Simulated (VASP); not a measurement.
```xyz
2
Lattice="0.0000 2.4524 2.4524 2.4524 0.0000 2.4524 2.4524 2.4524 0.0000" Properties=species:S:1:pos:R:3 pbc="T T T"
Y      0.0000     0.0000     0.0000
N      2.4524     2.4524     2.4524
```

Level of theory: HSE06 screened hybrid, VASP's PBE PAW potentials (set 64) (plane waves; VASP). Settings: 520 eV cut-off, 8×8×8 Γ-centred mesh, Gaussian smearing of 0.050 eV, potentials Y_sv N.

### Question
Estimate the energy per atom (σ→0), pressure, band gap (over the mesh, the named points and PBE's band edges) with the smallest direct gap where there is one.

### Answer

```json
{
  "band gap (over the mesh, the named points and PBE's band edges)": "1.12 eV",
  "smallest direct gap (over the mesh, the named points and PBE's band edges)": "1.59 eV",
  "energy per atom (σ→0)": "-10.666 eV/atom",
  "pressure": "-2.74 GPa"
}
```

The compound is YN in the rock salt structure. It was relaxed first.
